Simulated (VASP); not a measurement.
VASP ran on this input.

File POSCAR:
```
HfB2
1
    1.5778143176    -2.7328547984    -0.0000000000
    1.5778143176     2.7328547984    -0.0000000000
    0.0000000000     0.0000000000     3.5804573184
Hf B
1 2
Direct
  0.0000000000   0.0000000000   0.0000000000
  0.3333330000   0.6666670000   0.5000000000
  0.6666670000   0.3333330000   0.5000000000
```

**INCAR**
```
! general
SYSTEM    =  HfB2
PREC      =  Accurate
ENCUT     =  520   ! plane-wave cut-off (eV)
LREAL     =  F   ! projection in real space or not
LASPH     =  T

! electronic loop
EDIFF     =  1E-6
NELM      =  100   ! most electronic steps
ALGO      =  Normal   ! blocked Davidson
LMAXMIX   =  6   ! l cut-off of mixed one-centre charges

! smearing
ISMEAR    =  1   ! Methfessel-Paxton
SIGMA     =  0.1

! functional
GGA       =  ML
LUSE_VDW  =  T
AGGAC     =  0.0
ZAB_VDW   =  -1.8867

! ions
IBRION    =  2
NSW       =  60
ISIF      =  3
EDIFFG    =  -0.02   ! ionic stop

! output
LWAVE     =  F
LCHARG    =  F
```

File KPOINTS:
```
Automatic mesh
0
Gamma
10 10 8
0 0 0
```

POTCAR, in this order: Hf_pv B (PBE.64 set). Program: vasp_std.

**Question.** Translate this vdW-DF2 calculation to Quantum ESPRESSO's pw.x.

**Answer.** One equivalent input (not run):
```
&CONTROL
  calculation = 'vc-relax'
  pseudo_dir = './pseudo'
  outdir = './out'
  tprnfor = .true.
  tstress = .true.
  nstep = 60
  forc_conv_thr = 0.00078
/
&SYSTEM
  ibrav = 0
  nat = 3
  ntyp = 2
  ecutwfc = 76
  occupations = 'smearing'
  smearing = 'methfessel-paxton'
  degauss = 0.00735
  input_dft = 'vdw-df2'
/
&ELECTRONS
  conv_thr = 7.3e-08
  electron_maxstep = 100
/
&IONS
/
&CELL
/
ATOMIC_SPECIES
  Hf 178.490 Hf.upf
  B 10.810 B.upf
CELL_PARAMETERS angstrom
     1.5778143   -2.7328548   -0.0000000
     1.5778143    2.7328548   -0.0000000
     0.0000000    0.0000000    3.5804573
ATOMIC_POSITIONS crystal
  Hf   0.0000000  0.0000000  0.0000000
  B    0.3333330  0.6666670  0.5000000
  B    0.6666670  0.3333330  0.5000000
K_POINTS automatic
  10 10 8 0 0 0
```
The two are equivalent in intent, not identical: the potentials are each code's own (VASP's PAW set, PseudoDojo norm-conserving files in pw.x), so ENCUT and ecutwfc are chosen apart and not converted; conv_thr bounds pw.x's estimated SCF error, while EDIFF bounds the energy change between steps; forc_conv_thr acts on force components and is met together with etot_conv_thr.

The compound is HfB2 in the AlB2 type structure. It was relaxed first. The start is the result of an earlier pass.
